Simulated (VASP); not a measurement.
All values below come from LDA (Ceperley-Alder, Perdew-Zunger), VASP's LDA PAW potentials (set 64) (plane waves; VASP).

Input for VASP

### INCAR
```
ALGO  =  Normal
EDIFF  =  1E-6
ENCUT  =  300
ISIF  =  2
ISMEAR  =  0
LASPH  =  .TRUE.
LCHARG  =  .FALSE.
LMAXMIX  =  4
LREAL  =  .FALSE.
LWAVE  =  .FALSE.
NELM  =  100
PREC  =  Accurate
SIGMA  =  0.01
SYSTEM  =  Ba(MgSb)2
```

**KPOINTS**
```
Automatic mesh
0
G
6 6 3
```

File POSCAR:
```
Ba(MgSb)2
4.798540
  1.0000000000   0.0000000000   0.0000000000
 -0.5000000000   0.8660254994   0.0000000000
  0.0000000000   0.0000000000   1.7100826501
Ba Mg Sb
1 2 2
direct
  0.0000000000   0.0000000000   0.0000000000
  0.6666670000   0.3333330000   0.3766600000
  0.3333330000   0.6666670000   0.6233400000
  0.6666670000   0.3333330000   0.7305100000
  0.3333330000   0.6666670000   0.2694900000
```

POTCAR, in this order: Ba_sv Mg Sb (LDA.64 set). Program: vasp_std.

Output

**OUTCAR**
```
 ion  position               nearest neighbor table
   1  0.000  0.000  0.000-   4 3.54   5 3.54   4 3.54   5 3.54   4 3.54   5 3.54   2 4.15   3 4.15
                             3 4.15   2 4.15   2 4.15   3 4.15
   2  0.667  0.333  0.377-   4 2.90   5 2.91   5 2.91   5 2.91   3 3.43   3 3.43   3 3.43   1 4.15
                             1 4.15   1 4.15
   3  0.333  0.667  0.623-   5 2.90   4 2.91   4 2.91   4 2.91   2 3.43   2 3.43   2 3.43   1 4.15
                             1 4.15   1 4.15
   4  0.667  0.333  0.731-   2 2.90   3 2.91   3 2.91   3 2.91   1 3.54   1 3.54   1 3.54
   5  0.333  0.667  0.269-   3 2.90   2 2.91   2 2.91   2 2.91   1 3.54   1 3.54   1 3.54
  LATTYP: Found a hexagonal cell.
 ALAT       =     4.7985400000
 C/A-ratio  =     1.7100826501
 Subroutine PRICEL returns:
 Original cell was already a primitive cell.
 Subroutine GETGRP returns: Found 12 space group operations
The static configuration has the point symmetry D_3d.
The dynamic configuration has the point symmetry D_3d.
 Subroutine INISYM returns: Found 12 space group operations
 Subroutine IBZKPT returns following result:
 Found     17 irreducible k-points:

 Following reciprocal coordinates:
            Coordinates               Weight
  0.000000  0.000000  0.000000      1.000000
  0.166667  0.000000  0.000000      6.000000
  0.333333 -0.000000  0.000000      6.000000
  0.500000  0.000000  0.000000      3.000000
  0.166667  0.166667  0.000000      6.000000
  0.333333  0.166667  0.000000     12.000000
  0.333333  0.333333  0.000000      2.000000
  0.000000  0.000000  0.333333      2.000000
  0.166667  0.000000  0.333333      6.000000
  0.000000  0.166667  0.333333      6.000000
  0.333333 -0.000000  0.333333      6.000000
  0.000000  0.333333  0.333333      6.000000
  0.500000  0.000000  0.333333      6.000000
  0.166667  0.166667  0.333333     12.000000
  0.333333  0.166667  0.333333     12.000000
 -0.166667  0.500000  0.333333     12.000000
  0.333333  0.333333  0.333333      4.000000
   k-points           NKPTS =     17   k-points in BZ     NKDIM =     17   number of bands    NBANDS=     16
   number of dos      NEDOS =    301   number of ions     NIONS =      5
   total plane-waves  NPLWV =  37632
   dimension x,y,z NGX =    28 NGY =   28 NGZ =   48
   dimension x,y,z NGXF=    56 NGYF=   56 NGZF=   96
   ions per type =               1   2   2
   PREC   = accura    normal or accurate (medium, high low for compatibility)
   ISTART =      0    job   : 0-new  1-cont  2-samecut
   ICHARG =      2    charge: 1-file 2-atom 10-const
   ISPIN  =      1    spin polarized calculation?
   LNONCOLLINEAR =      F non collinear calculations
   LSORBIT =      F    spin-orbit coupling
   INIWAV =      1    electr: 0-lowe 1-rand  2-diag
   ENCUT  =  300.0 eV  22.05 Ry    4.70 a.u.   6.78  6.78 11.59*2*pi/ulx,y,z
   NELM   =    100;   NELMIN=  2; NELMDL= -5     # of ELM steps
   EDIFF  = 0.1E-05   stopping-criterion for ELM
   LREAL  =      F    real-space projection
   NLSPLINE    = F    spline interpolate recip. space projectors
   LMAXMIX     =    4 max onsite mixed and CHGCAR
   VOSKOWN=      0    Vosko Wilk Nusair interpolation
   EDIFFG = 0.1E-04   stopping-criterion for IOM
   NSW    =      0    number of steps for IOM
   NBLOCK =      1;   KBLOCK =      1    inner block; outer block
   IBRION =     -1    ionic relax: 0-MD 1-quasi-New 2-CG
   NFREE  =      0    steps in history (QN), initial steepest desc. (CG)
   ISIF   =      2    stress and relaxation
   ISYM   =      2    0-nonsym 1-usesym 2-fastsym
   TEIN   =    0.0    initial temperature
   TEBEG  =    0.0;   TEEND  =   0.0 temperature during run
   SMASS  =  -3.00    Nose mass-parameter (am)
   PSTRESS=    0.0 pullay stress
   NELECT =      24.0000    total number of electrons
   EFERMI =   0.00;   METHOD = LEGACY
   ISMEAR =     0;   SIGMA  =   0.01  broadening in eV -4-tet -1-fermi 0-gaus
   IALGO  =     38    algorithm
...
```

### OSZICAR
```
       N       E                     dE             d eps       ncg     rms          rms(c)
DAV:   1     0.952666481364E+02    0.95267E+02   -0.63523E+03   544   0.765E+02
DAV:   2    -0.128099217665E+02   -0.10808E+03   -0.10603E+03   752   0.162E+02
DAV:   3    -0.199859103863E+02   -0.71760E+01   -0.71480E+01   704   0.482E+01
DAV:   4    -0.201948192469E+02   -0.20891E+00   -0.20888E+00   864   0.765E+00
DAV:   5    -0.202003729834E+02   -0.55537E-02   -0.55537E-02   800   0.103E+00    0.538E+00
DAV:   6    -0.195697553646E+02    0.63062E+00   -0.12567E+00   632   0.394E+00    0.314E+00
DAV:   7    -0.194586775094E+02    0.11108E+00   -0.68671E-01   704   0.301E+00    0.112E+00
DAV:   8    -0.194536279554E+02    0.50496E-02   -0.66522E-02   680   0.117E+00    0.138E-01
DAV:   9    -0.194530196023E+02    0.60835E-03   -0.47100E-03   784   0.322E-01    0.605E-02
DAV:  10    -0.194530621991E+02   -0.42597E-04   -0.22641E-04   752   0.802E-02    0.223E-02
DAV:  11    -0.194530672208E+02   -0.50217E-05   -0.61579E-05   752   0.328E-02    0.782E-03
DAV:  12    -0.194530662975E+02    0.92327E-06   -0.97133E-06   776   0.133E-02
   1 F= -.19453066E+02 E0= -.19453066E+02  d E =-.723253E-45
```

### OUTCAR
```
------------------------ aborting loop because EDIFF is reached ----------------------------------------
  FORCE on cell =-STRESS in cart. coord.  units (eV):
  Direction    XX          YY          ZZ          XY          YZ          ZX
  --------------------------------------------------------------------------------------
  Total       -2.2742418     -2.2742423     -2.5331476      0.0000000      0.0000000      0.0000000
  in kB      -22.2675322    -22.2675371    -24.8025270      0.0000000      0.0000000      0.0000000
  external PRESSURE =     -23.1125321 kB  Pullay stress =       0.0000000 kB
  volume of cell :      163.63
      direct lattice vectors                 reciprocal lattice vectors
     4.798540000  0.000000000  0.000000000     0.208396721  0.120317889  0.000000000
    -2.399270000  4.155658000  0.000000000     0.000000000  0.240635779  0.000000000
     0.000000000  0.000000000  8.205900000     0.000000000  0.000000000  0.121863537
 POSITION                                       TOTAL-FORCE (eV/Angst)
 -----------------------------------------------------------------------------------
      0.00000      0.00000      0.00000        -0.000000      0.000000      0.000000
      2.39927      1.38522      3.09083        -0.000000      0.000000     -0.031432
     -0.00000      2.77044      5.11507         0.000000      0.000000      0.031432
      2.39927      1.38522      5.99449         0.000000      0.000000      0.041642
     -0.00000      2.77044      2.21141        -0.000000     -0.000000     -0.041642
 -----------------------------------------------------------------------------------
    total drift:                               -0.000000     -0.000000      0.000000
  FREE ENERGIE OF THE ION-ELECTRON SYSTEM (eV)
  ---------------------------------------------------
  free  energy   TOTEN  =       -19.4530662975 eV

  energy  without entropy=      -19.4530662975  energy(sigma->0) =      -19.45306630
```
(Selected blocks of OUTCAR.)

### OUTCAR
```
 val. band max:        3.1055189082   @ k =   0.0000   0.0000   0.0000

 cond. band min:       3.8731179731   @ k =   0.5000   0.0000   0.0000


 Fermi energy:         3.2028634397

 k-point     1 :       0.0000    0.0000    0.0000
  band No.  band energies     occupation
      1     -24.6471      2.00000
      2     -10.0143      2.00000
      3      -9.8094      2.00000
      4      -9.8094      2.00000
      5      -6.1034      2.00000
      6      -5.1418      2.00000
      7      -0.3651      2.00000
      8       2.1431      2.00000
      9       2.1431      2.00000
     10       3.0233      2.00000
     11       3.1055      2.00000
     12       3.1055      2.00000
     13       4.4157      0.00000
     14       4.5285      0.00000
     15       5.1166      0.00000
     16       5.7013      0.00000

 k-point     2 :       0.1667    0.0000    0.0000
  band No.  band energies     occupation
      1     -24.6439      2.00000
      2      -9.9885      2.00000
      3      -9.8816      2.00000
      4      -9.8229      2.00000
      5      -5.9342      2.00000
      6      -5.1330      2.00000
      7      -0.1353      2.00000
      8       1.3271      2.00000
      9       1.8717      2.00000
     10       2.0512      2.00000
     11       2.6838      2.00000
     12       2.7600      2.00000
     13       4.6940      0.00000
     14       4.9973      0.00000
     15       5.8454      0.00000
     16       5.9817      0.00000

 k-point     3 :       0.3333   -0.0000    0.0000
  band No.  band energies     occupation
      1     -24.6376      2.00000
      2     -10.0201      2.00000
      3      -9.9327      2.00000
      4      -9.8498      2.00000
      5      -5.5434      2.00000
      6      -5.1284      2.00000
      7       0.0115      2.00000
      8       0.2480      2.00000
      9       1.1448      2.00000
     10       1.8729      2.00000
     11       2.0888      2.00000
     12       2.2771      2.00000
     13       4.1248      0.00000
...
```

At this cut-off the stress carries a Pulay error, which pulls relaxed volumes low. Unless said otherwise, spin-orbit coupling is left out, though it shifts the bands of the heavy elements here.

The structure comes from a computed database's BaMg2Sb2 entry (P-3m1); how it stands against other phases isn't given here. The cell was not relaxed at this level.
